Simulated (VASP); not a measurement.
Output of a VASP run:

**OSZICAR**
```
       N       E                     dE             d eps       ncg     rms          rms(c)
DAV:   1     0.211240668831E+03    0.21124E+03   -0.15935E+04  1486   0.219E+03
DAV:   2    -0.833536356778E+01   -0.21958E+03   -0.21204E+03  1470   0.376E+02
DAV:   3    -0.190706771101E+02   -0.10735E+02   -0.10354E+02  1600   0.112E+02
DAV:   4    -0.193076734317E+02   -0.23700E+00   -0.23592E+00  1708   0.146E+01
DAV:   5    -0.193162529517E+02   -0.85795E-02   -0.85756E-02  1801   0.271E+00    0.199E+01
DAV:   6    -0.188500539642E+02    0.46620E+00   -0.51413E+01  1680   0.119E+02    0.157E+01
DAV:   7    -0.157815501892E+02    0.30685E+01   -0.14997E+01  1600   0.652E+01    0.430E+00
DAV:   8    -0.157234340042E+02    0.58116E-01   -0.62493E-01  1538   0.659E+00    0.143E+00
DAV:   9    -0.157073111504E+02    0.16123E-01   -0.31139E-02  2034   0.250E+00    0.530E-01
DAV:  10    -0.157051319885E+02    0.21792E-02   -0.31051E-03  1902   0.445E-01    0.202E-01
DAV:  11    -0.157048373402E+02    0.29465E-03   -0.63694E-04  2255   0.307E-01    0.565E-02
DAV:  12    -0.157048253679E+02    0.11972E-04   -0.96559E-05  1657   0.120E-01    0.141E-02
DAV:  13    -0.157048249146E+02    0.45325E-06   -0.70813E-06  1595   0.193E-02
   1 F= -.15704825E+02 E0= -.15705341E+02  d E =-.157048E+02
       N       E                     dE             d eps       ncg     rms          rms(c)
DAV:   1    -0.171856911945E+02   -0.14809E+01   -0.16462E+01  1480   0.666E+01    0.109E+01
DAV:   2    -0.172919882907E+02   -0.10630E+00   -0.22686E+01  1691   0.751E+01    0.902E+00
DAV:   3    -0.157264788530E+02    0.15655E+01   -0.61047E+00  1673   0.420E+01    0.176E+00
DAV:   4    -0.157116047191E+02    0.14874E-01   -0.20611E-01  1552   0.362E+00    0.101E+00
DAV:   5    -0.157016322852E+02    0.99724E-02   -0.24026E-02  1901   0.240E+00    0.262E-01
DAV:   6    -0.157010260919E+02    0.60619E-03   -0.29241E-03  1568   0.693E-01    0.543E-02
DAV:   7    -0.157010629178E+02   -0.36826E-04   -0.11662E-04  2160   0.813E-02    0.358E-02
DAV:   8    -0.157010697530E+02   -0.68352E-05   -0.27301E-06  1374   0.165E-02    0.555E-03
DAV:   9    -0.157010688328E+02    0.92016E-06   -0.10292E-06  1015   0.957E-03
   2 F= -.15701069E+02 E0= -.15701593E+02  d E =0.375608E-02
       N       E                     dE             d eps       ncg     rms          rms(c)
DAV:   1    -0.161231763847E+02   -0.42211E+00   -0.46607E+00  1490   0.341E+01    0.556E+00
DAV:   2    -0.160810471755E+02    0.42129E-01   -0.51328E+00  1667   0.385E+01    0.453E+00
DAV:   3    -0.157305607941E+02    0.35049E+00   -0.14680E+00  1609   0.211E+01    0.883E-01
DAV:   4    -0.157203287591E+02    0.10232E-01   -0.46686E-02  1529   0.177E+00    0.259E-01
DAV:   5    -0.157195967417E+02    0.73202E-03   -0.16684E-03  1838   0.477E-01    0.137E-01
DAV:   6    -0.157194413274E+02    0.15541E-03   -0.57113E-04  2050   0.210E-01    0.329E-02
DAV:   7    -0.157194404825E+02    0.84499E-06   -0.75195E-05  1511   0.104E-01    0.177E-02
DAV:   8    -0.157194376688E+02    0.28137E-05   -0.92299E-06  1620   0.188E-02    0.517E-03
DAV:   9    -0.157194370117E+02    0.65705E-06   -0.13586E-06   783   0.175E-02
   3 F= -.15719437E+02 E0= -.15719956E+02  d E =-.146121E-01
```

OUTCAR:
```
------------------------ aborting loop because EDIFF is reached ----------------------------------------
  FORCE on cell =-STRESS in cart. coord.  units (eV):
  Direction    XX          YY          ZZ          XY          YZ          ZX
  --------------------------------------------------------------------------------------
  Total       -0.0075916     -0.0075916     -0.0075916     -0.0000000      0.0000000     -0.0000000
  in kB       -0.2864708     -0.2864708     -0.2864708     -0.0000000      0.0000000     -0.0000000
  external PRESSURE =      -0.2864708 kB  Pullay stress =       0.0000000 kB
  volume of cell :       42.46
      direct lattice vectors                 reciprocal lattice vectors
     3.488631995 -0.000000000  0.000000000     0.286645310 -0.000000000  0.000000000
     0.000000000  3.488631995  0.000000000     0.000000000  0.286645310 -0.000000000
    -0.000000000  0.000000000  3.488631995    -0.000000000 -0.000000000  0.286645310
 POSITION                                       TOTAL-FORCE (eV/Angst)
 -----------------------------------------------------------------------------------
      0.00000      0.00000      0.00000         0.000000     -0.000000      0.000000
     -0.00000      1.74432      1.74432        -0.000000      0.000000      0.000000
      1.74432      0.00000      1.74432        -0.000000      0.000000      0.000000
      1.74432      1.74432      0.00000         0.000000     -0.000000      0.000000
 -----------------------------------------------------------------------------------
    total drift:                                0.000000      0.000000      0.000000
  FREE ENERGIE OF THE ION-ELECTRON SYSTEM (eV)
  ---------------------------------------------------
  free  energy   TOTEN  =       -15.7194370117 eV

  energy  without entropy=      -15.7209932784  energy(sigma->0) =      -15.71995577

 reached required accuracy - stopping structural energy minimisation
```
(Selected blocks of OUTCAR.)

### POSCAR
```
Ni3Si
1
    3.4628876297     0.0000000000    -0.0000000000
   -0.0000000000     3.4628876297    -0.0000000000
    0.0000000000     0.0000000000     3.4628876297
Si Ni
1 3
Direct
  0.0000000000   0.0000000000   0.0000000000
  0.0000000000   0.5000000000   0.5000000000
  0.5000000000   0.0000000000   0.5000000000
  0.5000000000   0.5000000000   0.0000000000
```

Problem. Write an INCAR and KPOINTS that could have produced this output.

Solution. Several could match; the one computed here: the input of the run itself, rev-vdW-DF2, plane waves, VASP's PBE PAW potentials (set 64).

**KPOINTS**
```
Automatic mesh
0
gamma
8 8 8
0 0 0
```

### INCAR
```
! general
SYSTEM  =Ni3Si
PREC    =Accurate
ENCUT   =520
LREAL   =.FALSE.
LASPH   =.TRUE.

! electronic loop
EDIFF   =1E-6
NELM    =100
ALGO    =Normal
LMAXMIX =4

! smearing
ISMEAR  =1
SIGMA   =0.1

! functional
GGA     =MK
LUSE_VDW=.TRUE.
AGGAC   =0.0
PARAM1  =0.1234568
PARAM2  =0.7114
ZAB_VDW =-1.8867

! ions
IBRION  =2
NSW     =60
ISIF    =3
EDIFFG  =-0.02

! output
LWAVE   =.FALSE.
LCHARG  =.FALSE.
```

POTCAR, in this order: Si Ni (PBE.64 set). Program: vasp_std.

Energy and stress use the plane-wave basis of the starting cell.

The compound is Ni3Si in the L1_2 structure. This run relaxes it. Symmetry was kept, so distortions that lower it aren't found. The run is not spin-polarised, so no magnetic state was tried.
